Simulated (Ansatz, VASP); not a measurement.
# BiB: VASP beside Ansatz

Aim: how closely do two programs agree when they are given the same cell, functional and k mesh? The cell is generated by rule, not measured, and may not be a known phase. The cell is taken from a series of VASP runs on this material, whose earlier steps may have relaxed, scaled or displaced it; both programs get it as it stands.

Main program and level: Ansatz 0.2.0; plane waves, with VASP 6.6.1 beside it; single point at PBE, band structure at PBE, spin-orbit coupling and band structure at PBE.

The structure was built from a prototype and need not be the compound's stable phase.

## Step 1: Set-up

The structure is cubic, space group F-43m (No. 216). The conventional cell has a = 5.427 Å, b = 5.427 Å, c = 5.427 Å, α = 90.00°, β = 90.00°, γ = 90.00°. Nearest to B lie 4 Bi at 2.35 Å. Nearest to Bi lie 4 B at 2.35 Å. Farther neighbours are not listed.

## Step 2: Ansatz: single point, PBE

Ansatz runs on its default PAW (the set named soft_2) files.

A single point gives forces, pressure and levels at one fixed geometry, so differences don't come from the geometry; what else differs is listed under the comparison.

input.yaml

```yaml
crystal:
  lattice:
    - [0.0, 2.71355, 2.71355]
    - [2.71355, 0.0, 2.71355]
    - [2.71355, 2.71355, 0.0]
  atoms:
    - { symbol: B, position: [0.0, 0.0, 0.0] }
    - { symbol: Bi, position: [0.25, 0.25, 0.25] }
hamiltonian:
  xc: pbe
  pseudopotentials: { kind: paw }
kpoints:
  mp_grid: { grid: [10, 10, 10] }
scf:
  occupations: { method: gaussian, width: 0.02 }
  n_extra_bands: 4
output:
  forces: true
  stress: true
  eigenvalues: true
  write_density: true
  write_potential: true
  elf: true
  volumetric_format: npy
```

Run with:

```bash
> ansatz run input.yaml --threads 2 --pin off --max-ram 4608MiB --backend cpu --events-out ev --progress --plain --runs-dir out
```

Numbers of over 12 decimals in the logs are rounded to 6 here.

Output:

```text
scf.n_extra_bands = 4 over 9 filled bands (N_el = 18.0): the run solves 13 bands
Engine: ansatz 0.2.0, x86_64-unknown-linux-gnu
Pseudopotentials: kind: paw
Pseudopotential: B, paw, valence charge 3, recommended cutoff 420 eV (normal), B.paw.azcp
Pseudopotential: Bi, paw, valence charge 15, recommended cutoff 420 eV (normal), Bi.paw.azcp
Functional definition: PBE
  parameter kappa = 0.804
  parameter beta = 0.066725
  exchange = pbe_x(kappa = kappa, mu = beta*pi^2/3)
  correlation = pbe_c(beta = beta)
Crystal: 2 atoms, lattice volume = 39.962 Å³
Basis set: ecut = 420 eV, 749 PW (Γ), exchange–correlation on 54×54×54 points (8 copies of the dense FFT grid, shifted against one another)
Bands: 13, of which v1, the nominal top of the filled ones, is band 9 counted from 1 (8 counted from 0)
Symmetry: 24 space group operations
Space group: F-43m (ITA 216), of the structure as read, at distance tolerance 3.4e-5 Å
k-points: 47 of 1000 (time reversal used)
Non-local potential: B, projectors of the file, l = 0: 2, l = 1: 2, l = 2: 1
Non-local potential: Bi, projectors of the file, l = 0: 2, l = 1: 2, l = 2: 2, l = 3: 2
PAW form: soft (Blöchl's): semilocal exchange-correlation on the pseudo side does not see the compensation charge
PAW one-centre angular grid: B, 110 points (default); XC on 64 Gauss nodes
PAW one-centre angular grid: Bi, 590 points (default); XC on 64 Gauss nodes
Initial density: superposition of atomic densities (neutral atoms: chi_scale 0, normalization atom), corrected by the library's trained network
Initial wavefunctions: pseudopotential atomic-orbital guess
Functional: x = pbe(κ = 0.804, μ = 0.219515), c = pbe(β = 0.066725)
SCF iter   1: F=—  HF=-12550.850233 eV  |F-HF|=—  |Δ(HF+E_count)|=         —  Δρ=2.11e-3  dr2=2.78e-3  ethr=1.77e-3  ⟨swp⟩=6.0  Hψ=3284  notcnv=0
preconditioner: auto → none  [insulator: Δε(μ)=0.542 eV  Ē_g=19.884 eV  σ=0.020 eV  W_gap=1.00  n_scr=14 (ndim 8)  ℏωp=24.9 eV  f_vac=0.007  D(μ)=0.00/eV (n_scr^D=0)  ε∞_Penn≈2.6]
SCF iter   2: F=—  HF=-12550.849587 eV  |F-HF|=—  |Δ(HF+E_count)|=   6.47e-4  Δρ=9.84e-4  dr2=6.05e-4  ethr=1.55e-5  ⟨swp⟩=2.8  Hψ=1592  notcnv=0
SCF iter   3: F=—  HF=-12550.849517 eV  |F-HF|=—  |Δ(HF+E_count)|=   6.98e-5  Δρ=4.27e-4  dr2=7.09e-5  ethr=3.36e-6  ⟨swp⟩=2.5  Hψ=833  notcnv=0
SCF iter   4: F=—  HF=-12550.849604 eV  |F-HF|=—  |Δ(HF+E_count)|=   8.72e-5  Δρ=9.55e-5  dr2=6.27e-6  ethr=3.94e-7  ⟨swp⟩=2.0  Hψ=799  notcnv=0
iter 5 did not close the SCF: its close was put off for the readings that it lacked (scf_convergence_deferred on its scf_iter line)
SCF iter   5: F=-12550.849603 eV  HF=-12550.849603 eV  |F-HF|=6.67e-9  |Δ(HF+E_count)|=   1.23e-6  Δρ=1.37e-5  dr2=9.17e-8  ethr=3.48e-8  ⟨swp⟩=3.0  Hψ=1034  notcnv=0
SCF iter   6: F=-12550.849603 eV  HF=-12550.849603 eV  |F-HF|=1.59e-8  |Δ(HF+E_count)|=   4.17e-8  Δρ=6.04e-6  dr2=2.00e-8  ethr=5.10e-10  ⟨swp⟩=6.7  Hψ=3762  notcnv=0
SCF 1 converged in 6 iterations: F = -12550.849603 eV  dr2 = 2.00e-8
  greatest PAW one-centre occupation: 0.987 electrons in one spin orbital (limit 2), on the Bi atom at site 1 (counted from 0), in its partial waves of l = 2
SCF converged after 6 iterations
Free energy (F): -12550.849603 eV
Harris-Foulkes:  -12550.849603 eV  (|F-HF|=1.59e-8)
Internal energy: -12550.849603 eV  (E = F + TS)
E sigma→0 (E₀):  -12550.849603 eV
Fermi energy:    11.368610 eV
--- Per-component energies (eV) ---
  E_band       = -81.390828
  E_kinetic    = 349.456975
  E_local      = -1524.840216  (includes V_loc(G=0)·N_el)
  E_nonlocal   = 572.344640
  E_hartree    = 496.415822
  E_xc         = -181.222040
  E_vxc        = -179.927080  (∫ρ·V_xc dr)
  E_paw        = -10743.956031  (= ΣΔE_a)
  E_vpaw       = -291.252168  (= ΣTr[D̂ρ^β])
  E_aug_tail   = -0.000429  (compensation charges beyond the density's cutoff)
  E_ewald      = -1519.048324
  E_smearing   = -0.000000  (= −TS)
  E_closure    = -0.000000  (closes the sum)
  Σ components = -12550.849603   (vs F -12550.849603, Δ=0.00e0)
--- Forces (eV/Å), atoms counted from 1 ---
  atom   1  B      0.00000000     0.00000000     0.00000000
  atom   2  Bi    -0.00000000     0.00000000     0.00000000
  max |Σ_I F_I| component: 2.78e-16 eV/Å
--- Stress (GPa, compression-positive) ---
        4.299128      -0.000000      -0.000000
       -0.000000       4.299128       0.000000
       -0.000000       0.000000       4.299128
  P = ⅓ Tr σ = 4.2991 GPa (42.991 kbar)
--- Band table (eV; the first three rows and the last of 47) ---
  k-point 0: bands = [... 5 lower, -3.3037, 11.0963, 11.0963, 11.0963, 11.6433, 13.9576, 13.9576, 13.9576]
  k-point 1: bands = [... 5 lower, -3.1702, 9.4744, 10.8369, 10.8369, 12.2552, 14.2685, 14.2685, 14.3359]
  k-point 2: bands = [... 5 lower, -2.7789, 7.3635, 10.3250, 10.3250, 12.1284, 14.8480, 14.8480, 15.3691]
  k-point 46: bands = [... 5 lower, -0.0952, 3.4110, 6.4661, 6.8441, 14.1783, 14.4082, 16.9450, 17.5962]
```

Run time: 1.7 s. Hardware: 2 threads of Intel Xeon Platinum 8488C (Sapphire Rapids), shared host; peak memory 0.37 GiB; 3.1 s of CPU time.

Reading the cycles: dr2 is the Hartree energy of the density residual (eV), the measure of convergence; HF is the Harris–Foulkes estimate of the energy, which meets the free energy F at convergence.

The run ends at a pressure of 4.30 GPa.

## Step 3: VASP: single point, PBE

The same cell, functional, mesh and smearing now go to VASP, with its own data sets and cutoff.

Lines of VASP's logs that name or quote its potential files are left out, and so is its time.

INCAR

```
SYSTEM = BiB
PREC = Accurate
ENCUT = 420
EDIFF = 1E-08
NELM = 100
ISMEAR = 0
SIGMA = 0.02
LREAL = .FALSE.
ALGO = Normal
GGA = PE
NBANDS = 15
LORBIT = 11
LWAVE = .FALSE.
LCHARG = .FALSE.
KPAR = 4
```

POSCAR

```
BiB
1.0
    0.0000000000      2.7135500000      2.7135500000
    2.7135500000      0.0000000000      2.7135500000
    2.7135500000      2.7135500000      0.0000000000
B Bi
1 1
Direct
    0.0000000000      0.0000000000      0.0000000000
    0.2500000000      0.2500000000      0.2500000000
```

KPOINTS

```
Automatic mesh
0
Gamma
10 10 10
0 0 0
```

KPOINTS_OPT

```
points round the band edges
26
Reciprocal
  0.0000000000   0.0000000000   0.0000000000 1
  0.0000000000   0.0000000000   0.0000000000 1
  0.0000000000  -0.0034549992  -0.0034549992 1
 -0.0000000000   0.0034549992   0.0034549992 1
 -0.0034549992   0.0000000000  -0.0034549992 1
  0.0034549992   0.0000000000   0.0034549992 1
 -0.0034549992  -0.0034549992   0.0000000000 1
  0.0034549992   0.0034549992   0.0000000000 1
  0.0000000000  -0.0129562469  -0.0129562469 1
 -0.0000000000   0.0129562469   0.0129562469 1
 -0.0129562469   0.0000000000  -0.0129562469 1
  0.0129562469   0.0000000000   0.0129562469 1
 -0.0129562469  -0.0129562469   0.0000000000 1
  0.0129562469   0.0129562469   0.0000000000 1
  0.0000000000  -0.0034549992  -0.0034549992 1
 -0.0000000000   0.0034549992   0.0034549992 1
 -0.0034549992   0.0000000000  -0.0034549992 1
  0.0034549992   0.0000000000   0.0034549992 1
 -0.0034549992  -0.0034549992   0.0000000000 1
  0.0034549992   0.0034549992   0.0000000000 1
  0.0000000000  -0.0129562469  -0.0129562469 1
 -0.0000000000   0.0129562469   0.0129562469 1
 -0.0129562469   0.0000000000  -0.0129562469 1
  0.0129562469   0.0000000000   0.0129562469 1
 -0.0129562469  -0.0129562469   0.0000000000 1
  0.0129562469   0.0129562469   0.0000000000 1
```

Potentials, in the order of the species: B and Bi_d (PBE family, release 64).

Run with:

```bash
> mpirun -np 4 vasp_std
```

Output:

```text
[banner, memory and clock lines left out]
running    4 mpi-ranks, on    1 nodes
 distrk:  each k-point on    1 cores,    4 groups
 distr:  one band on    1 cores,    1 groups

 POSCAR found type information on POSCAR B Bi
 POSCAR found :  2 types and       2 ions
 LDA part: xc-table for (Slater+PW92), standard interpolation
 POSCAR, INCAR and KPOINTS ok, starting setup
 FFT: planning ... GRIDC
 FFT: planning ... GRID_SOFT
 FFT: planning ... GRID
 WAVECAR not read
 entering main loop
       N       E                     dE             d eps       ncg     rms          rms(c)
DAV:   1     0.122870660159E+03    0.12287E+03   -0.90120E+03  1410   0.125E+03
DAV:   2    -0.199734312550E+01   -0.12487E+03   -0.12098E+03  1515   0.321E+02
DAV:   3    -0.957999053830E+01   -0.75826E+01   -0.75552E+01  1788   0.842E+01
DAV:   4    -0.974511411966E+01   -0.16512E+00   -0.16510E+00  1803   0.135E+01
DAV:   5    -0.974961215650E+01   -0.44980E-02   -0.44980E-02  1918   0.190E+00    0.398E+00
DAV:   6    -0.899464101859E+01    0.75497E+00   -0.15370E+00  1836   0.920E+00    0.147E+00
DAV:   7    -0.897212681484E+01    0.22514E-01   -0.20966E-01  1648   0.234E+00    0.757E-01
DAV:   8    -0.897030535111E+01    0.18215E-02   -0.23558E-02  1840   0.161E+00    0.114E-01
DAV:   9    -0.897001031869E+01    0.29503E-03   -0.31098E-03  1919   0.653E-01    0.527E-02
DAV:  10    -0.897012340024E+01   -0.11308E-03   -0.35340E-04  1752   0.169E-01    0.263E-02
DAV:  11    -0.897015591011E+01   -0.32510E-04   -0.83771E-05  1645   0.982E-02    0.789E-03
DAV:  12    -0.897015477005E+01    0.11401E-05   -0.59857E-06  1811   0.213E-02    0.269E-03
DAV:  13    -0.897015519337E+01   -0.42332E-06   -0.11139E-06  1627   0.723E-03    0.606E-04
DAV:  14    -0.897015517496E+01    0.18415E-07   -0.30945E-08  1894   0.126E-03    0.274E-04
DAV:  15    -0.897015517336E+01    0.16012E-08   -0.42344E-09  1223   0.457E-04
   1 F= -.89701552E+01 E0= -.89701552E+01  d E =-.963578E-24
 Start KPOINTS_OPT (optional k-point list driver)
k-point batch [1-26\26]
       N       E                     dE             ncg
DAV:   1     0.967750593030E+03   -0.55345E+03      780
DAV:   2    -0.228297651812E+04   -0.32507E+04      794
DAV:   3    -0.251710697343E+04   -0.23413E+03      920
DAV:   4    -0.252336844369E+04   -0.62615E+01      913
DAV:   5    -0.252355675000E+04   -0.18831E+00     1120
DAV:   6    -0.252356715556E+04   -0.10406E-01     1191
DAV:   7    -0.252356730778E+04   -0.15222E-03     1157
DAV:   8    -0.252356731208E+04   -0.42989E-05     1220
DAV:   9    -0.252356731212E+04   -0.40307E-07      954
DAV:  10    -0.252356731212E+04   -0.11769E-08      901
```

OUTCAR, selected parts (step 3):

```text
ion  position               nearest neighbor table
   1  0.000  0.000  0.000-   2 2.35   2 2.35   2 2.35   2 2.35
   2  0.250  0.250  0.250-   1 2.35   1 2.35   1 2.35   1 2.35

  LATTYP: Found a face centered cubic cell.
 ALAT       =     5.4271000000

 Subroutine GETGRP returns: Found 24 space group operations
 (whereof 24 operations were pure point group operations)

The static configuration has the point symmetry T_d .

 Found     47 irreducible k-points:

   k-points           NKPTS =     47   k-points in BZ     NKDIM =     47   number of bands    NBANDS=     15

   dimension x,y,z NGX =    28 NGY =   28 NGZ =   28
   dimension x,y,z NGXF=    56 NGYF=   56 NGZF=   56

   ENCUT  =  420.0 eV  30.87 Ry    5.56 a.u.   6.41  6.41  6.41*2*pi/ulx,y,z

   NELECT =      18.0000    total number of electrons

 k-points in reciprocal lattice and weights: Automatic mesh
   0.00000000  0.00000000  0.00000000       0.001
   0.10000000  0.00000000  0.00000000       0.008
   0.20000000  0.00000000  0.00000000       0.008
   0.30000000  0.00000000  0.00000000       0.008
   0.40000000  0.00000000  0.00000000       0.008
   0.50000000  0.00000000  0.00000000       0.004
   0.10000000  0.10000000  0.00000000       0.006
   0.20000000  0.10000000  0.00000000       0.024
   0.30000000  0.10000000  0.00000000       0.024
[...]
-0.30000000  0.40000000  0.20000000       0.024
  -0.30000000  0.50000000  0.20000000       0.012

 average (electrostatic) potential at core
       1 -26.0175       2-103.6977

 E-fermi :   7.6867

 k-point     1 :       0.0000    0.0000    0.0000
  band No.  band energies     occupation
    ...
      5     -15.5547      2.00000
      6      -6.8593      2.00000
      7       7.5525      2.00000
      8       7.5525      2.00000
      9       7.5525      2.00000
     10       8.0902      0.00000
     11      10.4103      0.00000
     12      10.4103      0.00000
     13      10.4103      0.00000
     14      13.8883      0.00000
    ...

 k-point     2 :       0.1000    0.0000    0.0000
  band No.  band energies     occupation
    ...
      5     -15.5546      2.00000
      6      -6.7259      2.00000
      7       5.9269      2.00000
      8       7.2931      2.00000
      9       7.2931      2.00000
     10       8.7052      0.00000
     11      10.7215      0.00000
     12      10.7215      0.00000
     13      10.7895      0.00000
     14      14.7320      0.00000
    ...

 k-point     3 :       0.2000    0.0000    0.0000
  band No.  band energies     occupation
    ...
      5     -15.5526      2.00000
      6      -6.3350      2.00000
      7       3.8156      2.00000
      8       6.7809      2.00000
      9       6.7809      2.00000
     10       8.5783      0.00000
     11      11.3015      0.00000
     12      11.3015      0.00000
     13      11.8238      0.00000
     14      15.6133      0.00000
    ...

  Total        1.0711070      1.0711070      1.0711070      0.0000000     -0.0000000      0.0000000
  in kB       42.9437483     42.9437483     42.9437483      0.0000000     -0.0000000      0.0000000
  external PRESSURE =      42.9437483 kB  Pullay stress =       0.0000000 kB

  energy-cutoff  :      420.00
  volume of cell :       39.96
      direct lattice vectors                 reciprocal lattice vectors
     0.000000000  2.713550000  2.713550000    -0.184260471  0.184260471  0.184260471
     2.713550000  0.000000000  2.713550000     0.184260471 -0.184260471  0.184260471
     2.713550000  2.713550000  0.000000000     0.184260471  0.184260471 -0.184260471

 POSITION                                       TOTAL-FORCE (eV/Angst)
 -----------------------------------------------------------------------------------
      0.00000      0.00000      0.00000         0.000000      0.000000      0.000000
      1.35678      1.35678      1.35678        -0.000000     -0.000000     -0.000000
 -----------------------------------------------------------------------------------
    total drift:                                0.000000      0.000000      0.000000

  FREE ENERGIE OF THE ION-ELECTRON SYSTEM (eV)
  ---------------------------------------------------
  free  energy   TOTEN  =        -8.9701551734 eV

  energy  without entropy=       -8.9701551734  energy(sigma->0) =       -8.97015517

 total charge
# of ion       s       p       d       tot
------------------------------------------
    1        0.677   1.031   0.000   1.708
    2        1.419   1.636   9.969  13.024
--------------------------------------------------
tot          2.096   2.668   9.969  14.732

[... 3 further parts left out ...]
```

The run ends at a pressure of 4.29 GPa.

## Step 4: Side by side

Known differences besides the potentials themselves: VASP leaves aspherical gradient terms in its spheres out (LASPH is not set), Ansatz keeps them. Total energies have different zeros and are not compared.

The two programs side by side:

| quantity | Ansatz | VASP | difference |
| --- | --- | --- | --- |
| pressure (GPa) | 4.30 | 4.29 | 0.00 |
| pressure without Ansatz's Pulay correction (GPa) | 4.21 | 4.29 | -0.08 |
| gap on the k mesh (eV) | 0.545 | 0.538 | +0.007 |

A gap on the mesh is an upper bound, since the band edges may lie between its points; neither run holds spin-orbit coupling, which can move the band edges of a compound of Bi. Ansatz's pressure holds a Pulay correction of 0.09 GPa; VASP's holds none.

[end of part 1 of 3]

[Lines on the potential files, build, host, timing and source positions are cut from VASP's logs without a mark.]

[Logs are printed without paths, hosts, clocks, repeated set-up lines and the standing remarks that a program may print on its own settings, such as how far it seeks lower states.]

[Hosts, paths, dates, database ids (printed as entryN), source tags and the programs' standing remarks are cut or masked in the printed files.]
